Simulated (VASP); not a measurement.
Output of a VASP run:

### OSZICAR
```
       N       E                     dE             d eps       ncg     rms          rms(c)
DAV:   1     0.248649243057E+03    0.24865E+03   -0.21909E+04  1750   0.187E+03
DAV:   2    -0.149985156421E+03   -0.39863E+03   -0.39099E+03  1869   0.467E+02
DAV:   3    -0.185196520364E+03   -0.35211E+02   -0.34039E+02  2720   0.117E+02
DAV:   4    -0.186290798645E+03   -0.10943E+01   -0.10894E+01  2031   0.211E+01
DAV:   5    -0.186330432911E+03   -0.39634E-01   -0.39607E-01  2670   0.396E+00    0.228E+01
DAV:   6    -0.171567496926E+03    0.14763E+02   -0.22148E+01  2473   0.457E+01    0.956E+00
DAV:   7    -0.171846244109E+03   -0.27875E+00   -0.16310E+01  2418   0.270E+01    0.944E+00
DAV:   8    -0.170815170861E+03    0.10311E+01   -0.27640E+00  2299   0.991E+00    0.375E+00
DAV:   9    -0.171289475521E+03   -0.47430E+00   -0.29794E+00  2466   0.111E+01    0.373E+00
DAV:  10    -0.171135034976E+03    0.15444E+00   -0.20137E+00  2394   0.106E+01    0.999E-01
DAV:  11    -0.171139289146E+03   -0.42542E-02   -0.95527E-02  2616   0.193E+00    0.246E-01
DAV:  12    -0.171138352049E+03    0.93710E-03   -0.23759E-03  2108   0.346E-01    0.206E-01
DAV:  13    -0.171136060298E+03    0.22918E-02   -0.59161E-03  2033   0.497E-01    0.185E-01
DAV:  14    -0.171140499143E+03   -0.44388E-02   -0.50501E-03  2009   0.454E-01    0.680E-02
DAV:  15    -0.171140425342E+03    0.73801E-04   -0.16722E-04  2119   0.104E-01    0.558E-02
DAV:  16    -0.171140550079E+03   -0.12474E-03   -0.93550E-04  2349   0.204E-01    0.514E-02
DAV:  17    -0.171140481214E+03    0.68865E-04   -0.51647E-05  1954   0.590E-02    0.404E-02
DAV:  18    -0.171140511295E+03   -0.30081E-04   -0.91790E-06  2310   0.188E-02    0.309E-02
DAV:  19    -0.171140561354E+03   -0.50059E-04   -0.10394E-04  2317   0.687E-02    0.633E-03
DAV:  20    -0.171140562347E+03   -0.99338E-06   -0.34061E-06  2152   0.153E-02    0.206E-03
DAV:  21    -0.171140562388E+03   -0.40427E-07   -0.78429E-08  1301   0.233E-03
   1 F= -.17114056E+03 E0= -.17114005E+03  d E =-.154566E-02
```

File OUTCAR:
```
------------------------ aborting loop because EDIFF is reached ----------------------------------------
  FORCE on cell =-STRESS in cart. coord.  units (eV):
  Direction    XX          YY          ZZ          XY          YZ          ZX
  --------------------------------------------------------------------------------------
  Total       -0.0387227     -0.0387227     -0.0387227      0.0000000      0.0000000      0.0000000
  in kB       -1.0258843     -1.0258843     -1.0258843      0.0000000      0.0000000      0.0000000
  external PRESSURE =      -1.0258843 kB  Pullay stress =       0.0000000 kB
  volume of cell :       60.48
      direct lattice vectors                 reciprocal lattice vectors
     3.925178557  0.000000000  0.000000000     0.254765480  0.000000000  0.000000000
     0.000000000  3.925178557  0.000000000     0.000000000  0.254765480  0.000000000
     0.000000000  0.000000000  3.925178557     0.000000000  0.000000000  0.254765480
 POSITION                                       TOTAL-FORCE (eV/Angst)
 -----------------------------------------------------------------------------------
      0.00000      0.00000      0.00000         0.000000      0.000000      0.000000
      0.00000      1.96259      1.96259         0.000000      0.000000      0.000000
      1.96259      0.00000      1.96259         0.000000      0.000000      0.000000
      1.96259      1.96259      0.00000         0.000000      0.000000      0.000000
 -----------------------------------------------------------------------------------
    total drift:                                0.000000      0.000000     -0.000000
  FREE ENERGIE OF THE ION-ELECTRON SYSTEM (eV)
  ---------------------------------------------------
  free  energy   TOTEN  =      -171.1405623877 eV

  energy  without entropy=     -171.1390167326  energy(sigma->0) =     -171.14004717
```
(Selected blocks of OUTCAR.)

**POSCAR**
```
Pt3Ti
1
    3.9251785566     0.0000000000     0.0000000000
    0.0000000000     3.9251785566     0.0000000000
    0.0000000000     0.0000000000     3.9251785566
Ti Pt
1 3
Direct
  0.0000000000   0.0000000000   0.0000000000
  0.0000000000   0.5000000000   0.5000000000
  0.5000000000   0.0000000000   0.5000000000
  0.5000000000   0.5000000000   0.0000000000
```

### Question
Write an INCAR and KPOINTS that could have produced this output.

### Answer
This is not unique; one that fits is the input of the run itself, r2SCAN meta-GGA, plane waves, VASP's PBE PAW potentials (set 64).

INCAR:
```
# general
SYSTEM  = Pt3Ti
PREC    = Accurate
ENCUT   = 520
LREAL   = .False.
LASPH   = .True.

# electronic loop
EDIFF   = 1E-7
NELM    = 100
ALGO    = Normal
LMAXMIX = 6
LMIXTAU = .True.

# smearing
ISMEAR  = 1
SIGMA   = 0.1

# functional
METAGGA = R2SCAN

# ions
ISIF    = 2

# output
LWAVE   = .False.
LCHARG  = .False.
```

KPOINTS:
```
K-points
0
G
  8 8 8
```

POTCAR, in this order: Ti_sv Pt (PBE.64 set). Program: vasp_std.

The compound is Pt3Ti in the L1_2 structure. It was relaxed first.
